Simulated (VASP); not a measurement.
# A VASP study of SiNi3 (LDA): structure first, properties next, part 4 of 7

What structure does SiNi3 take at this level, and what are its properties? The start is a computed cell from the Materials Project.

VASP 6.6.1, plane waves and PAW; the level of theory is named at each step.

Still holding for the runs below: This run allows spin, but its moments start at zero, where symmetry between the spins tends to hold them, which is where the search above led.

So far. Step 7 (The orders side by side): All patterns lost their moments. Runs that ended non-magnetic differ by up to 1.0 meV an atom among themselves, which can come from the unlike meshes of the cells or from a run that isn't fully settled. The session goes on with moments started at or near zero. Step 8 (Relaxing cell and atoms (LDA)): It ends with forces that vanish by symmetry and a pressure of 0.09 GPa.

## 9. Second relaxation

Level of this step: LDA, zero-moment start; plane waves and PAW (Si, Ni) (VASP).

The basis stayed that of the start cell while the cell moved. A rerun from the cell reached resets it; the error of the finite cutoff stays.

INCAR

```
SYSTEM = SiNi3
PREC = Accurate
ENCUT = 400
EDIFF = 1E-06
NELM = 100
ISMEAR = 1
SIGMA = 0.2
LREAL = .FALSE.
ALGO = Normal
GGA = CA
NBANDS = 25
ISPIN = 2
MAGMOM = -0 0 0 0
LASPH = .TRUE.
LMAXMIX = 4
LORBIT = 11
LWAVE = .FALSE.
LCHARG = .FALSE.
KPAR = 8
IBRION = 2
NSW = 60
ISIF = 3
EDIFFG = -0.01
```

POSCAR

```
SiNi3
1.0
    3.4268087615      0.0000000000      0.0000000000
    0.0000000000      3.4268087615      0.0000000000
    0.0000000000      0.0000000000      3.4268087615
Si Ni
1 3
Direct
    0.0000000000      0.0000000000      0.0000000000
    0.0000000000      0.5000000000      0.5000000000
    0.5000000000      0.5000000000      0.0000000000
    0.5000000000      0.0000000000      0.5000000000
```

KPOINTS

```
Automatic mesh
0
Gamma
8 8 8
0 0 0
```

Potentials, in the order of the species: Si and Ni (LDA family, release 64).

Command:

```bash
$ mpirun -np 8 vasp_std
```

Log:

```text
[... set-up lines as in an earlier step ...]
 entering main loop
       N       E                     dE             d eps       ncg     rms          rms(c)
DAV:   1     0.175238398937E+03    0.17524E+03   -0.12899E+04  3580   0.154E+03
DAV:   2    -0.224177733417E+02   -0.19766E+03   -0.18638E+03  3509   0.303E+02
DAV:   3    -0.316735713625E+02   -0.92558E+01   -0.89552E+01  4053   0.864E+01
DAV:   4    -0.318351804752E+02   -0.16161E+00   -0.16133E+00  4032   0.104E+01
DAV:   5    -0.318402763217E+02   -0.50958E-02   -0.50954E-02  4306   0.173E+00    0.213E+01
DAV:   6    -0.311253288851E+02    0.71495E+00   -0.31974E+01  4062   0.104E+02    0.159E+01
DAV:   7    -0.280490227688E+02    0.30763E+01   -0.10842E+01  4083   0.575E+01    0.462E+00
DAV:   8    -0.279403565259E+02    0.10867E+00   -0.34990E-01  4321   0.540E+00    0.128E+00
DAV:   9    -0.279276664451E+02    0.12690E-01   -0.15242E-02  5288   0.140E+00    0.476E-01
DAV:  10    -0.279255001835E+02    0.21663E-02   -0.17609E-03  4439   0.372E-01    0.119E-01
DAV:  11    -0.279254719278E+02    0.28256E-04   -0.21820E-04  4873   0.196E-01    0.448E-02
DAV:  12    -0.279254696108E+02    0.23170E-05   -0.25617E-05  3647   0.478E-02    0.224E-02
DAV:  13    -0.279254665283E+02    0.30825E-05   -0.48083E-06  4545   0.204E-02    0.994E-03
DAV:  14    -0.279254658435E+02    0.68476E-06   -0.11363E-06  1970   0.155E-02
   1 F= -.27925466E+02 E0= -.27925848E+02  d E =-.279255E+02  mag=    -0.0000
 curvature:   0.00 expect dE= 0.000E+00 dE for cont linesearch  0.000E+00
 trial: gam= 0.00000 g(F)=  0.000E+00 g(S)=  0.142E-04 ort = 0.000E+00 (trialstep = 0.100E+01)
 search vector abs. value=  0.142E-04
 reached required accuracy - stopping structural energy minimisation
```

Elapsed: 8.2 s, on 8 MPI ranks of AMD EPYC 7R43, shared host; peak memory 1.1 GiB; 60 s of CPU time.

From OUTCAR (step 9):

```text
   ENCUT  =  400.0 eV  29.40 Ry    5.42 a.u.   5.59  5.59  5.59*2*pi/ulx,y,z

   NELECT =      34.0000    total number of electrons

 E-fermi :  11.4807

 spin component 1
 k-point     1 :       0.0000    0.0000    0.0000
  band No.  band energies     occupation
    ...
     12      10.5799      1.00000
     13      10.5799      1.00000
     14      10.8348      1.00002
     15      10.8348      1.00002
     16      11.1857      1.02874
     17      11.5310      0.29448
     18      11.5310      0.29448
     19      11.5310      0.29448
     20      16.9681      0.00000
     21      18.2164      0.00000
    ...

 k-point     2 :       0.1250    0.0000    0.0000
  band No.  band energies     occupation
    ...
     12      10.6493      1.00000
     13      10.6493      1.00000
     14      10.8289      1.00002
     15      10.8379      1.00003
     16      11.1014      1.01101
     17      11.5312      0.29364
     18      11.9346     -0.00305
     19      11.9346     -0.00305
     20      17.2672      0.00000
     21      18.1606      0.00000
    ...

  Total       -0.0198246     -0.0198246     -0.0198246      0.0000000     -0.0000000     -0.0000000
  in kB       -0.7893045     -0.7893045     -0.7893045      0.0000000     -0.0000000     -0.0000000
  external PRESSURE =      -0.7893045 kB  Pullay stress =       0.0000000 kB

 POSITION                                       TOTAL-FORCE (eV/Angst)
 -----------------------------------------------------------------------------------
      0.00000      0.00000      0.00000         0.000000      0.000000      0.000000
      0.00000      1.71340      1.71340         0.000000      0.000000      0.000000
      1.71340      1.71340      0.00000         0.000000      0.000000      0.000000
      1.71340      0.00000      1.71340         0.000000      0.000000      0.000000
 -----------------------------------------------------------------------------------
    total drift:                                0.000000     -0.000000     -0.000000

  FREE ENERGIE OF THE ION-ELECTRON SYSTEM (eV)
  ---------------------------------------------------
  free  energy   TOTEN  =       -27.9254658435 eV

  energy  without entropy=      -27.9266128692  energy(sigma->0) =      -27.92584819

 magnetization (x)
# of ion       s       p       d       tot
------------------------------------------
    1        0.000  -0.000   0.000  -0.000
    2        0.000  -0.000  -0.000  -0.000
    3        0.000  -0.000  -0.000  -0.000
    4        0.000  -0.000  -0.000  -0.000
--------------------------------------------------
tot          0.000  -0.000  -0.000  -0.000

[... 5 parts as in an earlier step ...]

[... 17 further parts left out ...]
```

CONTCAR:

```
SiNi3
   1.00000000000000
     3.4268087614999998    0.0000000000000000    0.0000000000000000
     0.0000000000000000    3.4268087614999998    0.0000000000000000
     0.0000000000000000    0.0000000000000000    3.4268087614999998
  Si              Ni
     1     3
Direct
     0.0000000000000000    0.0000000000000000    0.0000000000000000
     0.0000000000000000    0.5000000000000000    0.5000000000000000
     0.5000000000000000    0.5000000000000000    0.0000000000000000
     0.5000000000000000    0.0000000000000000    0.5000000000000000
```

Little changed from the start: no atom moved by 0.005 Å and no cell edge by 0.1 %.

Numbers from this step:

```yaml
pressure: -0.07893 GPa
scf_cycles_over_all_ionic_steps: 14
```

It ends with forces that vanish by symmetry and a pressure of -0.08 GPa. The volume moved by under 0.01 %: the run met its threshold at the first step.

## 10. Single point with fields (LDA)

The relaxed cell gets a fresh self-consistent run, on a basis set for its own volume, to fix the density and to check the remaining stress.

Changes to INCAR since step 9:

```diff
@@ -17,7 +17,5 @@
 LWAVE = .FALSE.
-LCHARG = .FALSE.
-KPAR = 8
-IBRION = 2
-NSW = 60
-ISIF = 3
-EDIFFG = -0.01
+LCHARG = .TRUE.
+ISIF = 2
+LELF = .TRUE.
+LVHAR = .TRUE.
```

POSCAR is that of step 9.

KPOINTS is that of step 9.

Command:

```bash
$ mpirun -np 8 vasp_std
```

Log:

```text
[banner, memory and clock lines left out]
running    8 mpi-ranks, on    1 nodes
 distrk:  each k-point on    8 cores,    1 groups
 distr:  one band on    1 cores,    8 groups

 POSCAR found type information on POSCAR SiNi
 POSCAR found :  2 types and       4 ions
 [... a notice as in an earlier step ...]

 LDA part: xc-table for (Slater(with rela. corr.)+CA(PZ))
 , standard interpolation
|                                                                             |
|           W    W    AA    RRRRR   N    N  II  N    N   GGGG   !!!           |
|           W    W   A  A   R    R  NN   N  II  NN   N  G    G  !!!           |
|           W    W  A    A  R    R  N N  N  II  N N  N  G       !!!           |
|           W WW W  AAAAAA  RRRRR   N  N N  II  N  N N  G  GGG   !            |
|           WW  WW  A    A  R   R   N   NN  II  N   NN  G    G                |
|           W    W  A    A  R    R  N    N  II  N    N   GGGG   !!!           |
|                                                                             |
|     The number of bands has been changed from the values supplied in        |
|     The orbitals not found in the WAVECAR file will be initialized with     |
|     random numbers, which is usually adequate. For correlated               |
|     calculations, however, you should redo the groundstate calculation.     |
|     I found NBANDS = 25. Now, NBANDS = 32.                                  |
|                                                                             |

 POSCAR, INCAR and KPOINTS ok, starting setup
 FFT: planning ... GRIDC
 FFT: planning ... GRID_SOFT
 FFT: planning ... GRID
 WAVECAR not read
 entering main loop
       N       E                     dE             d eps       ncg     rms          rms(c)
DAV:   1     0.185098486517E+03    0.18510E+03   -0.11950E+04  4680   0.121E+03
DAV:   2    -0.174381481856E+02   -0.20254E+03   -0.18471E+03  4576   0.259E+02
DAV:   3    -0.315881648889E+02   -0.14150E+02   -0.13368E+02  5304   0.801E+01
DAV:   4    -0.318333282087E+02   -0.24516E+00   -0.24481E+00  5008   0.108E+01
DAV:   5    -0.318402041872E+02   -0.68760E-02   -0.68754E-02  5728   0.157E+00    0.213E+01
DAV:   6    -0.311884881781E+02    0.65172E+00   -0.18689E+01  5496   0.810E+01    0.159E+01
DAV:   7    -0.280615334372E+02    0.31270E+01   -0.74812E+00  5656   0.447E+01    0.460E+00
DAV:   8    -0.279381170261E+02    0.12342E+00   -0.18204E-01  6312   0.409E+00    0.119E+00
DAV:   9    -0.279274378783E+02    0.10679E-01   -0.92130E-03  6496   0.750E-01    0.424E-01
DAV:  10    -0.279254429873E+02    0.19949E-02   -0.72948E-04  5280   0.256E-01    0.118E-01
DAV:  11    -0.279254700492E+02   -0.27062E-04   -0.21261E-04  5344   0.914E-02    0.697E-02
DAV:  12    -0.279254713059E+02   -0.12567E-05   -0.17801E-05  5800   0.582E-02    0.234E-02
DAV:  13    -0.279254658841E+02    0.54219E-05   -0.39251E-06  5504   0.358E-02    0.318E-03
DAV:  14    -0.279254658804E+02    0.36307E-08   -0.27179E-07  2832   0.362E-03
   1 F= -.27925466E+02 E0= -.27925849E+02  d E =0.114850E-02  mag=     0.0000
```

The job ended after 14 s (8 MPI ranks; peak memory 0.68 GiB).

OUTCAR, selected parts (step 10):

```text
   k-points           NKPTS =     35   k-points in BZ     NKDIM =     35   number of bands    NBANDS=     32

   NELECT =      34.0000    total number of electrons

 E-fermi :  11.4805

 spin component 1
 k-point     1 :       0.0000    0.0000    0.0000
  band No.  band energies     occupation
    ...
     12      10.5799      1.00000
     13      10.5799      1.00000
     14      10.8346      1.00002
     15      10.8346      1.00002
     16      11.1855      1.02874
     17      11.5308      0.29452
     18      11.5308      0.29452
     19      11.5308      0.29452
     20      16.9680      0.00000
     21      18.2163      0.00000
    ...

 k-point     2 :       0.1250    0.0000    0.0000
  band No.  band energies     occupation
    ...
     12      10.6492      1.00000
     13      10.6492      1.00000
     14      10.8287      1.00002
     15      10.8377      1.00003
     16      11.1013      1.01102
     17      11.5310      0.29368
     18      11.9345     -0.00304
     19      11.9345     -0.00304
     20      17.2671      0.00000
     21      18.1606      0.00000
    ...

  Total       -0.0006042     -0.0006042     -0.0006042     -0.0000000     -0.0000000     -0.0000000
  in kB       -0.0240552     -0.0240552     -0.0240552     -0.0000000     -0.0000000     -0.0000000
  external PRESSURE =      -0.0240552 kB  Pullay stress =       0.0000000 kB

  FREE ENERGIE OF THE ION-ELECTRON SYSTEM (eV)
  ---------------------------------------------------
  free  energy   TOTEN  =       -27.9254658804 eV

  energy  without entropy=      -27.9266143843  energy(sigma->0) =      -27.92584872

 magnetization (x)
# of ion       s       p       d       tot
------------------------------------------
    1        0.000   0.000   0.000   0.000
    2       -0.000  -0.000  -0.000  -0.000
    3       -0.000  -0.000  -0.000  -0.000
    4       -0.000  -0.000  -0.000  -0.000
--------------------------------------------------
tot         -0.000   0.000  -0.000  -0.000

[... 9 parts as in an earlier step ...]

[... 13 further parts left out ...]
```

With spin, VASP writes an ELF for each channel.

This step gave:

* SCF cycles: 14
* bands: 32
* pressure: -0.002406 GPa

Valence electrons inside each PAW sphere by angular momentum. Sphere charges, by row:

```csv
atom,s (e),p (e),d (e),tot (e)
Si1,0.736,0.862,0,1.598
Ni2,0.521,0.644,8.465,9.63
Ni3,0.521,0.644,8.465,9.63
Ni4,0.521,0.644,8.465,9.63
```

ELF of up spins in the ac plane at fractional y = 0.000, with atoms of Si and Ni within 0.2 Å of it. It is the smooth field of the valence electrons, not physical close to the nuclei.

Ten even steps from '0' (0.00) to '9' (0.61), each cell a mean:
```
13698643468863
46898543468986
89996433357998
88865432345788
66643210124566
44432100013344
33332000002333
44332000013344
66543200124456
88864322235688
89986433346999
57998533468986
24798643468963
12588643468841
```
Columns run along a (3.4 Å), rows up along c (3.4 Å). Atoms in or near the plane, at fractional coordinates: Si at (0.00, 0.00), Ni at (0.50, 0.50).

Electrostatic potential energy in the ac plane at fractional y = 0.000, with atoms of Si and Ni within 0.2 Å of it. With pseudopotentials it is smooth inside the atoms' cores, unlike the true potential.

Values in eV, 14 rows by 14 columns, each cell a mean:
```
 -98  -88  -57  -21   -5   -1    1    1    1   -2   -7  -28  -64  -92
 -72  -60  -35  -12   -4   -1    0    0    0   -1   -5  -16  -40  -64
 -34  -26  -14   -6   -3   -3   -3   -4   -3   -3   -4   -8  -16  -28
  -8   -7   -5   -4   -5   -9  -14  -17  -13   -8   -4   -4   -5   -7
  -2   -2   -1   -3  -11  -25  -45  -53  -41  -22   -8   -3   -1   -2
   1    1    0   -5  -19  -48  -78  -89  -73  -41  -13   -3    0    1
   1    1    0   -6  -24  -60  -94 -101  -89  -53  -17   -4    0    1
   1    1    0   -5  -20  -52  -82  -94  -78  -45  -14   -3    0    1
  -1   -1   -1   -4  -12  -30  -52  -60  -48  -25   -9   -3   -1   -1
  -6   -5   -4   -3   -6  -12  -20  -24  -19  -11   -5   -3   -4   -5
 -25  -19  -11   -5   -3   -4   -5   -6   -5   -3   -4   -6  -12  -21
 -65  -53  -31  -11   -4   -1    0    0    0   -1   -5  -14  -35  -57
 -95  -83  -53  -19   -5   -1    1    1    1   -2   -7  -26  -60  -88
-101  -95  -65  -25   -6   -1    1    1    1   -2   -8  -34  -72  -98
```
Columns run along a (3.4 Å; values clipped at the 3rd and 97th percentile), rows up along c (3.4 Å). Atoms in or near the plane, at fractional coordinates: Si at (0.00, 0.00), Ni at (0.50, 0.50).

Valence density in the ac plane at fractional y = 0.000, with atoms of Si and Ni within 0.2 Å of it. It is the smooth field of the valence electrons, not physical close to the nuclei.

Values in e/Å³, 14 rows by 14 columns, each cell a mean:
```
 0  0  0  0  0  0  0  0  0  0  0  0  0  0
 0  0  0  0  0  0  0  0  0  0  0  0  0  0
 0  0  0  0  0  0  0  0  0  0  0  0  0  0
 0  0  0  0  0  1  1  1  1  1  0  0  0  0
 0  0  0  0  1  2  4  4  3  2  1  0  0  0
 0  0  0  0  1  4  8 10  7  3  1  0  0  0
 0  0  0  0  2  5 11 13 10  4  1  0  0  0
 0  0  0  0  1  4  8 11  8  4  1  0  0  0
 0  0  0  0  1  2  4  5  4  2  1  0  0  0
 0  0  0  0  0  1  1  2  1  1  0  0  0  0
 0  0  0  0  0  0  0  0  0  0  0  0  0  0
 0  0  0  0  0  0  0  0  0  0  0  0  0  0
 0  0  0  0  0  0  0  0  0  0  0  0  0  0
 0  0  0  0  0  0  0  0  0  0  0  0  0  0
```
Columns run along a (3.4 Å), rows up along c (3.4 Å). Atoms in or near the plane, at fractional coordinates: Si at (0.00, 0.00), Ni at (0.50, 0.50).

In this run the pressure is 0.00 GPa, small enough to go on; single stress components reach 0.00 GPa.

(Continued in part 5 of 7.)

[Lines on the potential files, build, host, timing and source positions are cut from VASP's logs without a mark.]

[Logs are printed without paths, hosts, clocks, repeated set-up lines and the standing remarks that a program may print on its own settings, such as how far it seeks lower states.]

[Hosts, paths, dates, database ids (printed as entryN), source tags and the programs' standing remarks are cut or masked in the printed files.]

[A measured line is paired with the nearest computed mode of its activity, which favours agreement.]

[In band tables of VASP the shares of atoms and orbitals are scaled to a sum of 1 inside the atoms' spheres.]
